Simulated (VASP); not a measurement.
Crystal: InAs.

```xyz
2
Lattice="0.0000 3.0180 3.0180 3.0180 0.0000 3.0180 3.0180 3.0180 0.0000" Properties=species:S:1:pos:R:3 pbc="T T T"
In    0.0000    0.0000    0.0000
As    1.5090    1.5090    1.5090
```

The cell was built by a generator and needn't be a form met in nature.

- Program: VASP 6.6.1
- Task: relaxation of cell and atoms
- Functional: PBEsol
- Potentials or basis: VASP PAW PBE potentials, release 64 (In_d, As)
- Cutoff: 600 eV
- k mesh: 10 × 10 × 10
- Occupations: gaussian, width 0.03 eV
- Spin: no spin polarisation

At the start: pressure 1.6 GPa; volume 27.49 Å³/atom.

Q: Where does the relaxation end?

A: Over 3 steps the energy falls by 3.7 meV/atom and the volume is 28.25 Å³/atom (+2.8 %); space group F-43m (No. 216, to 0.05 Å).

The path:
| step | energy change (eV) | largest force (eV/Å) | pressure (GPa) | volume (Å³) |
| --- | --- | --- | --- | --- |
| 1 | 0.0000 | 0.0000 | 1.62 | 54.98 |
| 2 | -0.0059 | 0.0000 | -0.70 | 57.21 |
| 3 | -0.0075 | 0.0000 | 0.01 | 56.49 |

Final structure:
```cif
data_structure
_symmetry_space_group_name_H-M 'P 1'
_symmetry_Int_Tables_number 1
_cell_length_a 4.3069
_cell_length_b 4.3069
_cell_length_c 4.3069
_cell_angle_alpha 60.000
_cell_angle_beta 60.000
_cell_angle_gamma 60.000
_cell_volume 56.49
loop_
_atom_site_label
_atom_site_type_symbol
_atom_site_fract_x
_atom_site_fract_y
_atom_site_fract_z
_atom_site_occupancy
In1 In 0.00000 0.00000 0.00000 1
As1 As 0.25000 0.25000 0.25000 1
```

Caveat: the PAW data sets were made with another functional, which shifts forces and pressure a little.
